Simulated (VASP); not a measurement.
ZrC: single point with LDA

The system is ZrC.

```
Zr C
1.0
     0.00000    2.35500    2.35500
     2.35500    0.00000    2.35500
     2.35500    2.35500    0.00000
Zr C
1 1
Cartesian
  0.0000 0.0000 0.0000
  2.3550 2.3550 2.3550
```

The cell was built by a generator and isn't the measured one.

```yaml
Program: VASP 6.6.1
Task: single point
Functional: LDA
Potentials_or_basis: VASP PAW LDA potentials, release 64 (Zr_sv, C)
Cutoff: 520 eV
k_mesh: 16 × 16 × 16
Occupations: fermi-dirac, width 0.15 eV
Spin: no spin polarisation
Dipole_correction: no
Further_INCAR_settings: ALGO = Normal; EDIFF = 1e-06; NBANDS = 15
```

| Item | Value |
| --- | --- |
| Pressure | -9.3 GPa |
| Band gap on the k mesh | none (metal or under the smearing width) |

Levels at points of the mesh, in eV from the Fermi level:
```csv
k point,band 5,band 6,band 7,band 8,band 9,band 10,band 11,band 12
"(0.00, 0.00, 0.00)",-11.13,0.94,0.94,0.94,1.03,1.03,1.03,2.78
"(0.50, 0.00, 0.00)",-8.02,-5.28,-2.92,-2.92,4.43,4.43,5.25,6.53
"(0.50, 0.50, 0.00)",-9.95,-2.03,-1.79,0.07,0.07,4.42,5.59,5.59
```

Run time: 36 s on 1 thread of AMD EPYC 9R45 96-Core Processor (Zen 5), on a shared host, peak memory 0.15 GiB.
